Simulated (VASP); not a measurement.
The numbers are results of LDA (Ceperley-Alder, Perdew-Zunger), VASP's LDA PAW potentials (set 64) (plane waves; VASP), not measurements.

A VASP calculation is set up with these files.

INCAR:
```
SYSTEM  =  HgTe
PREC  =  Accurate; ENCUT  =  520; LREAL  =  .FALSE.
LASPH  =  .TRUE.
EDIFF  =  1E-6; NELM  =  100; ALGO  =  Normal
LMAXMIX  =  6
ISMEAR  =  0; SIGMA  =  0.05
IBRION  =  2; NSW  =  60; ISIF  =  3
EDIFFG  =  -0.01
LWAVE  =  .FALSE.; LCHARG  =  .FALSE.
```

**POSCAR**
```
HgTe
1
    0.0000000000     3.2300000000     3.2300000000
    3.2300000000     0.0000000000     3.2300000000
    3.2300000000     3.2300000000     0.0000000000
Hg Te
1 1
Direct
  0.0000000000   0.0000000000   0.0000000000
  0.2500000000   0.2500000000   0.2500000000
```

### KPOINTS
```
Automatic mesh
0
gamma
 7 7 7
```

POTCAR, in this order: Hg Te (LDA.64 set). Program: vasp_std.

Question: What will the output report for the number of irreducible k-points (NKPTS), largest plane-wave count, number of space-group operations, FFT grid (NGX, NGY, NGZ)?

Answer: 
| Property | Value |
|---|---|
| number of irreducible k-points (NKPTS) | 20 |
| largest plane-wave count | 1837 |
| number of space-group operations | 24 |
| FFT grid (NGX, NGY, NGZ) | 36 × 36 × 36 |

The compound is HgTe in the zinc blende structure. This run relaxes it. Symmetry was kept, so distortions that lower it aren't found.
